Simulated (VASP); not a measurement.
# Si2Mo with r2SCAN: from relaxation to properties, part 4 of 4

What structure does Si2Mo take at this level, and what are its properties? The start cell is built, not measured: it takes the structure of COD entry 1532195, Si2W (space group 139 there), with some of its atoms replaced by other elements, volume scaled by an estimate.

VASP 6.6.1, plane waves and PAW; the level of theory is named at each step.

So far. Step 5 (Bands along the symmetry lines (r2SCAN)): There is no gap at this level. Step 6 (Total and projected DOS (r2SCAN)): The finer mesh and the other smearing move the Fermi level by +0.09 eV from the 10×10×10 run, one measure of the sampling error in the zero of the bands above. Of the states within 0.3 eV of the Fermi level, the largest shares in the PAW spheres are Mo d 59 % and Si p 12 %. The relaxed cell has a = 3.203, c = 7.817 Å (conventional setting).

### 7. Zone-centre phonons (r2SCAN)

Level of this step: r2SCAN; plane waves and PAW (Mo_sv, Si) (VASP).

Zone-centre modes test whether the atoms sit at a minimum within this cell. IBRION = 6 takes the force constants from differences of forces between displaced cells, so the forces must be tight.

Input file INCAR:

```
SYSTEM = Si2Mo
PREC = Accurate
ENCUT = 400
EDIFF = 1E-08
NELM = 100
ISMEAR = 0
SIGMA = 0.05
LREAL = .FALSE.
ALGO = Normal
METAGGA = R2SCAN
LASPH = .TRUE.
NBANDS = 17
LORBIT = 11
LWAVE = .FALSE.
LCHARG = .FALSE.
IBRION = 6
NFREE = 2
POTIM = 0.015
ISIF = 2
NSW = 1
```

Input file POSCAR:

```
Si2Mo
1.0
   -1.6015323554      1.6015323554      3.9083924648
    1.6015323554     -1.6015323554      3.9083924648
    1.6015323554      1.6015323554     -3.9083924648
Mo Si
1 2
Direct
    0.0000000000      0.0000000000      0.0000000000
    0.3354524068      0.3354524068      0.0000000000
    0.6645475932      0.6645475932      0.0000000000
```

Input file KPOINTS:

```
Automatic mesh
0
Gamma
10 10 10
0 0 0
```

The projector-augmented-wave data sets are Mo_sv and Si (PBE family, release 64).

Launch:

```console
$ mpirun -np 1 vasp_std
```

What it wrote:

```text
[... set-up lines as in an earlier step ...]
 entering main loop
       N       E                     dE             d eps       ncg     rms          rms(c)
[... 11 cycles as in an earlier step ...]
DAV:  12    -0.450175732400E+02   -0.70069E-05   -0.87546E-06  4290   0.216E-02    0.200E-02
DAV:  13    -0.450175764220E+02   -0.31820E-05   -0.42358E-06  3717   0.135E-02    0.404E-03
DAV:  14    -0.450175765202E+02   -0.98195E-07   -0.33272E-07  4274   0.406E-03    0.362E-03
DAV:  15    -0.450175763391E+02    0.18105E-06   -0.45365E-08  3749   0.149E-03    0.559E-04
DAV:  16    -0.450175763151E+02    0.24027E-07   -0.15705E-09  1950   0.308E-04    0.184E-04
DAV:  17    -0.450175763144E+02    0.68667E-09   -0.17460E-10  1853   0.108E-04
   1 F= -.45017576E+02 E0= -.45017403E+02  d E =-.345765E-03
 Found     4 degrees of freedom:
 Finite differences POTIM= 0.01500 DOF=   4
 bond charge predicted
       N       E                     dE             d eps       ncg     rms          rms(c)
DAV:   1    -0.450059526320E+02    0.11624E-01   -0.13253E+00  5818   0.126E+01    0.159E-01
DAV:   2    -0.450162479715E+02   -0.10295E-01   -0.46106E-02  6114   0.189E+00    0.738E-02
DAV:   3    -0.450163870769E+02   -0.13911E-03   -0.34126E-04  7265   0.158E-01    0.422E-02
DAV:   4    -0.450164251554E+02   -0.38078E-04   -0.48982E-05  6717   0.565E-02    0.113E-02
DAV:   5    -0.450164283445E+02   -0.31891E-05   -0.41681E-06  7136   0.161E-02    0.438E-03
DAV:   6    -0.450164287256E+02   -0.38106E-06   -0.44797E-07  6689   0.582E-03    0.171E-03
DAV:   7    -0.450164288115E+02   -0.85894E-07   -0.12820E-07  7153   0.288E-03    0.456E-04
DAV:   8    -0.450164288191E+02   -0.76257E-08   -0.39917E-09  3192   0.515E-04
   2 F= -.45016429E+02 E0= -.45016257E+02  d E =-.343908E-03
[...]
3 F= -.45016429E+02 E0= -.45016257E+02  d E =-.343902E-03
[...]
4 F= -.45016030E+02 E0= -.45015858E+02  d E =-.343242E-03
[...]
5 F= -.45016030E+02 E0= -.45015858E+02  d E =-.343248E-03
[...]
6 F= -.45016654E+02 E0= -.45016483E+02  d E =-.343066E-03
[...]
7 F= -.45016655E+02 E0= -.45016483E+02  d E =-.343086E-03
[...]
8 F= -.45016054E+02 E0= -.45015931E+02  d E =-.247818E-03
 Finite differences progress:
  Degree of freedom:   4/  4
  Displacement:        1/  2
  Total:               7/  8
 bond charge predicted
       N       E                     dE             d eps       ncg     rms          rms(c)
DAV:   1    -0.450156938083E+02    0.36068E-03   -0.23701E-01  3476   0.256E+00    0.260E-01
DAV:   2    -0.450160921502E+02   -0.39834E-03   -0.71623E-03  4510   0.556E-01    0.129E-01
DAV:   3    -0.450160640982E+02    0.28052E-04   -0.25194E-04  3876   0.112E-01    0.542E-02
DAV:   4    -0.450160691165E+02   -0.50183E-05   -0.42663E-05  4301   0.442E-02    0.200E-02
DAV:   5    -0.450160715625E+02   -0.24460E-05   -0.59536E-06  3940   0.198E-02    0.697E-03
DAV:   6    -0.450160719427E+02   -0.38018E-06   -0.63718E-07  4161   0.619E-03    0.145E-03
DAV:   7    -0.450160719458E+02   -0.30764E-08   -0.66779E-08  4152   0.194E-03
   9 F= -.45016072E+02 E0= -.45015855E+02  d E =-.433559E-03
 Finite differences progress:
  Degree of freedom:   4/  4
  Displacement:        2/  2
  Total:               8/  8
```

It took 35 min on 1 MPI rank of Intel Xeon 6975P-C (Granite Rapids), shared host; peak memory 0.4 GiB.

OUTCAR, selected parts (step 7):

```text
   NELECT =      22.0000    total number of electrons

 E-fermi :  12.1983

 k-point     1 :       0.0000    0.0000    0.0000
  band No.  band energies     occupation
    ...
      6       5.5446      2.00000
      7       8.8369      2.00000
      8       9.2051      2.00000
      9       9.4653      2.00000
     10       9.4653      2.00000
     11      12.6609      0.00000
     12      15.6707      0.00000
     13      15.7248      0.00000
     14      16.0020      0.00000
     15      16.0020      0.00000
    ...

  Total       -0.0339001     -0.0339001     -0.0499162      0.0000000      0.0000000      0.0000000
  in kB       -1.3545107     -1.3545107     -1.9944479      0.0000000      0.0000000      0.0000000
  external PRESSURE =      -1.5678231 kB  Pullay stress =       0.0000000 kB

 POSITION                                       TOTAL-FORCE (eV/Angst)
 -----------------------------------------------------------------------------------
      0.00000      0.00000      0.00000         0.000000      0.000000     -0.103981
      0.00000      0.00000      2.60716        -0.000000     -0.000000      0.199809
      0.00000      0.00000      5.19463         0.000000      0.000000     -0.095828
 -----------------------------------------------------------------------------------
    total drift:                               -0.000001     -0.000001      0.000328

  FREE ENERGIE OF THE ION-ELECTRON SYSTEM (eV)
  ---------------------------------------------------
  free  energy   TOTEN  =       -45.0160719458 eV

  energy  without entropy=      -45.0156383866  energy(sigma->0) =      -45.01585517

 Eigenvectors and eigenvalues of the dynamical matrix
 ----------------------------------------------------

   1 f  =   13.218139 THz    83.052020 2PiTHz  440.909674 cm-1    54.665808 meV
             X         Y         Z           dx          dy          dz
      0.000000  0.000000  0.000000    -0.000000    0.000000    0.000000
      0.000000  0.000000  2.622159    -0.000000    0.000000    0.707107
      0.000000  0.000000  5.194626     0.000000   -0.000000   -0.707107

   2 f  =    9.906115 THz    62.241959 2PiTHz  330.432443 cm-1    40.968383 meV
             X         Y         Z           dx          dy          dz
      0.000000  0.000000  0.000000    -0.000000    0.000000    0.000000
      0.000000  0.000000  2.622159    -0.364319   -0.606029   -0.000000
      0.000000  0.000000  5.194626     0.364319    0.606029   -0.000000

   3 f  =    9.906115 THz    62.241959 2PiTHz  330.432443 cm-1    40.968383 meV
             X         Y         Z           dx          dy          dz
      0.000000  0.000000  0.000000    -0.000000    0.000000   -0.000000
      0.000000  0.000000  2.622159    -0.606029    0.364319    0.000000
      0.000000  0.000000  5.194626     0.606029   -0.364319    0.000000

   4 f  =    9.737374 THz    61.181723 2PiTHz  324.803821 cm-1    40.270523 meV
             X         Y         Z           dx          dy          dz
      0.000000  0.000000  0.000000    -0.000000    0.000000   -0.607720
      0.000000  0.000000  2.622159     0.000000   -0.000000    0.561550
      0.000000  0.000000  5.194626    -0.000000    0.000000    0.561550

   5 f  =    8.390554 THz    52.719408 2PiTHz  279.878768 cm-1    34.700529 meV
             X         Y         Z           dx          dy          dz
      0.000000  0.000000  0.000000     0.379456    0.474622    0.000000
      0.000000  0.000000  2.622159    -0.350681   -0.438630   -0.000000
      0.000000  0.000000  5.194626    -0.350681   -0.438630   -0.000000

   6 f  =    8.390554 THz    52.719408 2PiTHz  279.878768 cm-1    34.700529 meV
             X         Y         Z           dx          dy          dz
      0.000000  0.000000  0.000000     0.474622   -0.379456   -0.000000
      0.000000  0.000000  2.622159    -0.438630    0.350681    0.000000
      0.000000  0.000000  5.194626    -0.438630    0.350681    0.000000

   7 f/i=    0.000173 THz     0.001088 2PiTHz    0.005777 cm-1     0.000716 meV
             X         Y         Z           dx          dy          dz
      0.000000  0.000000  0.000000    -0.726318   -0.321264    0.000000
      0.000000  0.000000  2.622159    -0.392957   -0.173812    0.000000
      0.000000  0.000000  5.194626    -0.392957   -0.173812    0.000000

   8 f/i=    0.000173 THz     0.001088 2PiTHz    0.005777 cm-1     0.000716 meV
             X         Y         Z           dx          dy          dz
      0.000000  0.000000  0.000000    -0.321264    0.726318    0.000000
      0.000000  0.000000  2.622159    -0.173812    0.392957    0.000000
      0.000000  0.000000  5.194626    -0.173812    0.392957    0.000000

   9 f/i=    0.000518 THz     0.003253 2PiTHz    0.017270 cm-1     0.002141 meV
             X         Y         Z           dx          dy          dz
      0.000000  0.000000  0.000000    -0.000000    0.000000   -0.794151
      0.000000  0.000000  2.622159    -0.000000    0.000000   -0.429723
      0.000000  0.000000  5.194626    -0.000000    0.000000   -0.429723

 ELASTIC MODULI CONTR FROM IONIC RELAXATION (kBar)
 Direction    XX          YY          ZZ          XY          YZ          ZX
 --------------------------------------------------------------------------------
 XX         -17.2908    -17.2908    -32.3537      0.0000     -0.0000      0.0000
 YY         -17.2908    -17.2908    -32.3537      0.0000     -0.0000      0.0000
 ZZ         -32.3537    -32.3537    -60.5384      0.0000     -0.0000      0.0000
 XY           0.0000      0.0000      0.0000      0.0000      0.0000      0.0000
 YZ          -0.0000     -0.0000     -0.0000      0.0000    -24.4418      0.0000
 ZX           0.0000      0.0000      0.0000      0.0000      0.0000    -24.4422
 --------------------------------------------------------------------------------

[... 8 parts as in an earlier step ...]

[... 9 further parts left out ...]
```

The last energy, forces, stress and levels in OUTCAR belong to the last displaced cell, not to the cell of POSCAR.

This step gave:

```yaml
bands: 17
irreducible_k_points: 102
pressure_of_the_cell: -0.01365 GPa
largest_force_of_the_cell: 2.34e-4 eV/Å
```

Modes at Γ, with each element's share of the kinetic energy:

| mode | frequency (cm⁻¹) | symmetry | Mo % | Si % |
| --- | --- | --- | --- | --- |
| 1 | 0.0 | acoustic | 63 | 37 |
| 2 | 0.0 | acoustic | 63 | 37 |
| 3 | 0.0 | acoustic | 63 | 37 |
| 4 | 279.9 | Eu | 37 | 63 |
| 5 | 279.9 | Eu | 37 | 63 |
| 6 | 324.8 | A2u | 37 | 63 |
| 7 | 330.4 | Eg | 0 | 100 |
| 8 | 330.4 | Eg | 0 | 100 |
| 9 | 440.9 | A1g | 0 | 100 |

Displacements in mode 4 (279.9 cm⁻¹), the largest set to 1:
```
Mo1  0.59 -0.47  0.00
Si2 -1.00  0.80  0.00
Si3 -1.00  0.80  0.00
```

Displacements in mode 9 (440.9 cm⁻¹), the largest set to 1:
```
Mo1  0.00  0.00  0.00
Si2  0.00  0.00  1.00
Si3  0.00  0.00 -1.00
```

The three acoustic modes come out at zero, and all others are real. By the characters of their eigenvectors the optical modes sort into (cm⁻¹) Raman active: Eg 330, A1g 441; infrared active: Eu 280, A2u 325. With a centre of inversion no mode is active in both.

### 8. Bands along the symmetry lines (r2SCAN + SOC)

This step: r2SCAN, spin-orbit coupling; plane waves and PAW (Mo_sv, Si) (VASP 6.6.1).

The mesh alone shows little of the dispersion and can miss band extrema, so KPOINTS_OPT adds a path through the symmetry points after the self-consistent cycle. Spin-orbit coupling needs spinors and the noncollinear program, where each band holds one electron.

Input file INCAR:

```
SYSTEM = Si2Mo
PREC = Accurate
ENCUT = 400
EDIFF = 1E-06
NELM = 100
ISMEAR = 0
SIGMA = 0.05
LREAL = .FALSE.
ALGO = Normal
METAGGA = R2SCAN
LASPH = .TRUE.
LNONCOLLINEAR = .TRUE.
MAGMOM = 0 0 0 0 0 0 0 0 0
NBANDS = 34
GGA_COMPAT = .FALSE.
LSORBIT = .TRUE.
LMAXMIX = 4
LORBIT = 11
LWAVE = .FALSE.
LCHARG = .FALSE.
```

POSCAR is that of step 7.

Input file KPOINTS:

```
Automatic mesh
0
Gamma
8 8 8
0 0 0
```

Input file KPOINTS_OPT:

```
Line mode
16
Line-mode
Reciprocal
  0.00000000   0.00000000   0.00000000 GAMMA
  0.50000000  -0.50000000   0.00000000 X

  0.50000000  -0.50000000   0.00000000 X
  0.50000000  -0.50000000   0.08395472 Y

  0.50000000  -0.50000000   0.08395472 Y
  0.29197736  -0.29197736   0.29197736 S

  0.29197736  -0.29197736   0.29197736 S
  0.00000000   0.00000000   0.00000000 GAMMA

  0.00000000   0.00000000   0.00000000 GAMMA
  0.50000000   0.50000000  -0.50000000 Z

  0.50000000   0.50000000  -0.50000000 Z
  0.70802264   0.29197736  -0.29197736 S1

  0.70802264   0.29197736  -0.29197736 S1
  0.50000000   0.00000000   0.00000000 N

  0.50000000   0.00000000   0.00000000 N
  0.75000000  -0.25000000  -0.25000000 P

  0.75000000  -0.25000000  -0.25000000 P
  0.91604528   0.08395472  -0.50000000 Y1

  0.91604528   0.08395472  -0.50000000 Y1
  0.50000000   0.50000000  -0.50000000 Z

  0.50000000  -0.50000000   0.00000000 X
  0.75000000  -0.25000000  -0.25000000 P
```

Launch:

```console
$ mpirun -np 1 vasp_ncl
```

What it wrote:

```text
[... set-up lines as in an earlier step ...]
 entering main loop
       N       E                     dE             d eps       ncg     rms          rms(c)
DAV:   1     0.107334948029E+03    0.10733E+03   -0.10234E+04  4228   0.105E+03
DAV:   2    -0.476310091928E+02   -0.15497E+03   -0.14869E+03  4722   0.314E+02
DAV:   3    -0.522229324169E+02   -0.45919E+01   -0.45093E+01  5016   0.491E+01
DAV:   4    -0.522695458430E+02   -0.46613E-01   -0.46509E-01  4638   0.506E+00
[...]
DAV:   9    -0.451152580361E+02   -0.17562E-02   -0.32203E-03  4556   0.500E-01    0.418E-01
DAV:  10    -0.451154755064E+02   -0.21747E-03   -0.28310E-04  4614   0.142E-01    0.167E-01
DAV:  11    -0.451156831208E+02   -0.20761E-03   -0.24061E-04  4338   0.127E-01    0.261E-02
 hard stop encountered!  aborting job ...
 -----------------------------------------------------------------------------
|                                                                             |
|           W    W    AA    RRRRR   N    N  II  N    N   GGGG   !!!           |
|           W    W   A  A   R    R  NN   N  II  NN   N  G    G  !!!           |
|           W    W  A    A  R    R  N N  N  II  N N  N  G       !!!           |
|           W WW W  AAAAAA  RRRRR   N  N N  II  N  N N  G  GGG   !            |
|           WW  WW  A    A  R   R   N   NN  II  N   NN  G    G                |
|           W    W  A    A  R    R  N    N  II  N    N   GGGG   !!!           |
|                                                                             |
|     The electronic self-consistency was not achieved in the given           |
|     number of steps (NELM). The forces and other quantities evaluated       |
|     might not be reliable so examine the results carefully. If you find     |
|     spurious results, we suggest increasing NELM, if you were close to      |
|     convergence or switching to a different ALGO or adjusting the           |
|     density mixing parameters otherwise.                                    |
|                                                                             |
 -----------------------------------------------------------------------------

 soft stop encountered!  aborting job ...
```

Run time: 11 min. Hardware: 1 MPI rank.

The run was stopped at its time limit, by a STOPCAR file.

More ranks or a longer limit would be the way on.

### 9. Summary of results

```
relaxed volume                            : 13.37 Å³/atom
relaxed conventional cell a, b, c         : 3.203, 3.203, 7.817 Å
space group after relaxing, within 0.02 Å : I4/mmm (No. 139)
band gap                                  : none, a metal
DOS at the Fermi level                    : 0.205 states/eV/cell
highest zone-centre mode                  : 441 cm⁻¹
```

In words: With r2SCAN, Si2Mo relaxes to 13.37 Å³/atom in space group I4/mmm (held by the symmetry of the run) and comes out as a metal. Not obtained: bands along the symmetry lines (r2SCAN + SOC), because the run hit its time limit. Bands along the symmetry lines (r2SCAN): Of the bands kept, 2 cross the Fermi level on this path. Zone-centre phonons (r2SCAN): The highest mode in this list at Γ, 440.9 cm⁻¹, is mostly motion of Si (100 % of the kinetic energy). Spin-orbit coupling is left out; it would split some degenerate bands. Modes at Γ alone can't show that the crystal is stable at other wave vectors. No search among competing phases was made. All values are for a static lattice at zero temperature.

Calculation against experiment:

| quantity | measured | r2SCAN |
| --- | --- | --- |
| lattice constant a (Å) | 3.20519 | 3.203 (-0.1 %) |
| lattice constant c (Å) | 7.84461 | 7.817 (-0.4 %) |

Measured values from arxiv:2202.05362 (2022).

How well it matches: The lattice constant a is off by -0.1 %: good agreement. The lattice constant c is off by -0.4 %: good agreement. The grades are ours: good and fair within 0.7 and 1.5 % for the lattice constant a and 0.8 and 2 % for the lattice constant c. For lattice constants the calculation has a static lattice, without zero-point motion or thermal expansion.

[Lines on the potential files, build, host, timing and source positions are cut from VASP's logs without a mark.]

[Logs are printed without paths, hosts, clocks, repeated set-up lines and the standing remarks that a program may print on its own settings, such as how far it seeks lower states.]

[Hosts, paths, dates, database ids (printed as entryN), source tags and the programs' standing remarks are cut or masked in the printed files.]

[A measured line is paired with the nearest computed mode of its activity, which favours agreement.]
